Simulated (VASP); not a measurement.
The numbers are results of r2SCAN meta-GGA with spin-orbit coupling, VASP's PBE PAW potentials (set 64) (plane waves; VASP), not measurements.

A VASP calculation is set up with these files.

**INCAR**
```
! general
SYSTEM      =  Sr
PREC        =  Accurate
ENCUT       =  400
LREAL       =  .FALSE.
LASPH       =  .TRUE.   ! aspherical one-centre terms

! electronic loop
EDIFF       =  1E-6   ! SCF stop (eV)
NELM        =  100   ! most electronic steps
ALGO        =  Normal   ! blocked Davidson
LMAXMIX     =  4   ! l cut-off of mixed one-centre charges
LMIXTAU     =  .TRUE.

! smearing
ISMEAR      =  0   ! Gaussian
SIGMA       =  0.05

! functional
METAGGA     =  R2SCAN
GGA_COMPAT  =  .FALSE.

! spin
MAGMOM      =  3*0
LSORBIT     =  .TRUE.

! output
LWAVE       =  .FALSE.
LCHARG      =  .FALSE.
```

### KPOINTS
```
Automatic mesh
0
Gamma
9 9 9
0 0 0
```

### POSCAR
```
Sr
3.8120550
  0.9999999864   0.0000000000   0.0000000000
  0.0000000000   0.9999999864   0.0000000000
  0.0000000000   0.0000000000   0.9999999864
Sr
1
direct
  0.0000000000   0.0000000000   0.0000000000
```

KPOINTS_OPT:
```
k-points along high-symmetry lines
8
Line-mode
Reciprocal
  0.000000   0.000000   0.000000 ! GAMMA
  0.000000   0.500000   0.000000 ! X

  0.000000   0.500000   0.000000 ! X
  0.500000   0.500000   0.000000 ! M

  0.500000   0.500000   0.000000 ! M
  0.000000   0.000000   0.000000 ! GAMMA

  0.000000   0.000000   0.000000 ! GAMMA
  0.500000   0.500000   0.500000 ! R

  0.500000   0.500000   0.500000 ! R
  0.000000   0.500000   0.000000 ! X

  0.500000   0.500000   0.500000 ! R
  0.500000   0.500000   0.000000 ! M
```

POTCAR, in this order: Sr_sv (PBE.64 set). Program: vasp_ncl.

Output

OSZICAR:
```
       N       E                     dE             d eps       ncg     rms          rms(c)
DAV:   1     0.296496647831E+02    0.29650E+02   -0.41853E+03  1268   0.806E+02
DAV:   2    -0.146985745747E+02   -0.44348E+02   -0.43679E+02  1620   0.199E+02
DAV:   3    -0.184100184638E+02   -0.37114E+01   -0.36826E+01  2340   0.378E+01
DAV:   4    -0.185091021753E+02   -0.99084E-01   -0.98949E-01  1684   0.542E+00
DAV:   5    -0.185118474585E+02   -0.27453E-02   -0.27436E-02  2010   0.666E-01    0.134E+01
DAV:   6    -0.146818764433E+02    0.38300E+01   -0.34982E+00  1912   0.945E+00    0.101E+01
DAV:   7    -0.142459982303E+02    0.43588E+00   -0.67470E-01  1388   0.695E+00    0.589E+00
DAV:   8    -0.142122349993E+02    0.33763E-01   -0.56470E-01  1292   0.555E+00    0.384E+00
DAV:   9    -0.144027386917E+02   -0.19050E+00   -0.13351E-01  1328   0.346E+00    0.402E-01
DAV:  10    -0.148005559786E+02   -0.39782E+00   -0.32227E-01  1280   0.406E+00    0.680E-01
DAV:  11    -0.147455161487E+02    0.55040E-01   -0.84041E-03  2302   0.797E-01    0.335E-01
DAV:  12    -0.147851531793E+02   -0.39637E-01   -0.38004E-03  1380   0.723E-01    0.382E-01
DAV:  13    -0.147966912533E+02   -0.11538E-01   -0.70126E-04  1802   0.286E-01    0.363E-01
DAV:  14    -0.147990515128E+02   -0.23603E-02   -0.84318E-04  1508   0.283E-01    0.253E-01
DAV:  15    -0.147972802352E+02    0.17713E-02   -0.75541E-04  1348   0.277E-01    0.117E-01
DAV:  16    -0.147976430680E+02   -0.36283E-03   -0.11036E-04  1968   0.986E-02    0.128E-01
DAV:  17    -0.147966534614E+02    0.98961E-03   -0.49988E-04  1334   0.179E-01    0.818E-02
DAV:  18    -0.147966594209E+02   -0.59594E-05   -0.31807E-05  2120   0.335E-02    0.863E-02
DAV:  19    -0.147966808766E+02   -0.21456E-04   -0.42244E-05  1348   0.486E-02    0.625E-02
DAV:  20    -0.147966595009E+02    0.21376E-04   -0.37710E-05  1434   0.543E-02    0.277E-02
DAV:  21    -0.147966619009E+02   -0.24000E-05   -0.16126E-05  1570   0.326E-02    0.122E-02
DAV:  22    -0.147966594831E+02    0.24178E-05   -0.19902E-06  1248   0.113E-02    0.826E-03
DAV:  23    -0.147966604056E+02   -0.92244E-06   -0.81290E-07  1172   0.752E-03
   1 F= -.14796660E+02 E0= -.14795456E+02  d E =-.240877E-02  mag=     0.0000    -0.0000     0.0000
       N       E                     dE             ncg
       N       E                     dE             ncg
```

OUTCAR:
```
------------------------ aborting loop because EDIFF is reached ----------------------------------------
  FORCE on cell =-STRESS in cart. coord.  units (eV):
  Direction    XX          YY          ZZ          XY          YZ          ZX
  --------------------------------------------------------------------------------------
  Total       -0.0057686     -0.0057686     -0.0057686      0.0000000      0.0000000      0.0000000
  in kB       -0.1668416     -0.1668416     -0.1668416      0.0000000      0.0000000      0.0000000
  external PRESSURE =      -0.1668416 kB  Pullay stress =       0.0000000 kB
  volume of cell :       55.40
      direct lattice vectors                 reciprocal lattice vectors
     3.812054948  0.000000000  0.000000000     0.262325705  0.000000000  0.000000000
     0.000000000  3.812054948  0.000000000     0.000000000  0.262325705  0.000000000
     0.000000000  0.000000000  3.812054948     0.000000000  0.000000000  0.262325705
 POSITION                                       TOTAL-FORCE (eV/Angst)
 -----------------------------------------------------------------------------------
      0.00000      0.00000      0.00000         0.000000      0.000000      0.000000
 -----------------------------------------------------------------------------------
    total drift:                               -0.000000     -0.000000     -0.000000
  FREE ENERGIE OF THE ION-ELECTRON SYSTEM (eV)
  ---------------------------------------------------
  free  energy   TOTEN  =       -14.7966604056 eV

  energy  without entropy=      -14.7942516397  energy(sigma->0) =      -14.79545602

 Ion:    1  E_soc:     -0.1633464
```
(Selected blocks of OUTCAR.)

The structure was generated: Sr was put into the simple-cubic type (Pm-3m), which need not be its known phase. It was relaxed first, which changed the volume by -12 %.
